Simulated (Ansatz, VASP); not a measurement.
HfTiSn2O6 in VASP and in Ansatz

```xyz
10
Lattice="5.4476 0.0000 0.0000 2.7238 4.7178 0.0000 2.7238 1.5726 4.4479" Properties=species:S:1:pos:R:3 pbc="T T T"
Hf    0.0000    0.0000    0.0000
Ti    5.4476    3.1452    2.2240
Sn    2.7238    1.5726    1.1120
Sn    8.1714    4.7178    3.3360
O     5.4476    1.6182    1.1443
O     5.4476    4.6721    3.3037
O     4.1252    3.9086    1.1443
O     6.7700    2.3817    3.3037
O     4.1252    2.3817    3.3037
O     6.7700    3.9086    1.1443
```

Alike in both runs: functional r2SCAN; k mesh 4 × 4 × 4; no spin polarisation.

Ansatz relaxed the structure, and its values are those at the end. VASP's run is a single point on that final structure, the one shown.

|  | VASP | Ansatz |
| --- | --- | --- |
| version | VASP 6.6.1 | Ansatz 0.2.0 |
| potentials or method | VASP PAW PBE potentials, release 64 (Hf_pv, Ti_sv, Sn_d, O) | plane waves, PAW |
| plane-wave cutoff (eV) | 520 | 750 |
| occupations | gaussian, width 0.01 eV | fixed |
| valence electrons in the cell | 86 | 102 |

```csv
,VASP,Ansatz,Ansatz less VASP
gap on the k mesh at the Fermi level (eV),2.03,2.03,-0.003
rms of the force components (eV/Å),0.111,0.000,-0.1112
```

One of these differences is far larger than is usual between the two programs; its cause wasn't traced. The two sets of potentials don't hold the same shells in valence.

Caveats: the PAW data sets were made with another functional, which shifts forces and pressure a little (VASP); spin-orbit coupling is left out, which moves the levels of the heavy elements. r2SCAN opens gaps a little over a GGA but as a rule still falls short of measured ones. A k mesh can miss the band edges.
